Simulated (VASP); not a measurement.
OSZICAR of a VASP run on PbTe (rock salt):

File OSZICAR:
```
       N       E                     dE             d eps       ncg     rms          rms(c)
DAV:   1     0.149589513078E+03    0.14959E+03   -0.93375E+03   812   0.138E+03
DAV:   2     0.344917930560E+01   -0.14614E+03   -0.14376E+03   830   0.334E+02
DAV:   3    -0.750174889631E+01   -0.10951E+02   -0.10916E+02  1076   0.986E+01
DAV:   4    -0.777168417575E+01   -0.26994E+00   -0.26983E+00   934   0.186E+01
DAV:   5    -0.778124882153E+01   -0.95646E-02   -0.95646E-02  1114   0.324E+00    0.339E+00
DAV:   6    -0.766608213928E+01    0.11517E+00   -0.27284E-01  1086   0.414E+00    0.207E+00
DAV:   7    -0.766231021752E+01    0.37719E-02   -0.83896E-02   986   0.162E+00    0.881E-01
DAV:   8    -0.766384239212E+01   -0.15322E-02   -0.98411E-03   878   0.117E+00    0.153E-01
DAV:   9    -0.766381478735E+01    0.27605E-04   -0.11569E-03  1206   0.419E-01    0.648E-02
DAV:  10    -0.766386821612E+01   -0.53429E-04   -0.17580E-04   836   0.118E-01    0.184E-02
DAV:  11    -0.766388110040E+01   -0.12884E-04   -0.63472E-05   960   0.708E-02    0.203E-02
DAV:  12    -0.766388001755E+01    0.10828E-05   -0.39504E-06  1016   0.128E-02    0.146E-02
DAV:  13    -0.766387953186E+01    0.48570E-06   -0.88721E-07   866   0.731E-03    0.428E-03
DAV:  14    -0.766387924475E+01    0.28711E-06   -0.17988E-06  1150   0.128E-02    0.311E-03
DAV:  15    -0.766387930896E+01   -0.64208E-07   -0.12236E-07   624   0.229E-03
   1 F= -.76638793E+01 E0= -.76638793E+01  d E =0.000000E+00
```

Task: Which electronic solver shows in the log?

Result: It is blocked Davidson (ALGO = Normal, or the opening steps of other solvers). The INCAR had ALGO = Normal.

Task: Can the final energy be trusted as converged?

Result: Self-consistency was reached. It stopped with EDIFF = 1E-7, NELM = 100 (AM05 GGA, plane waves, VASP's PBE PAW potentials (set 64)).

The compound is PbTe in the rock salt structure. The cell was not relaxed at this level.
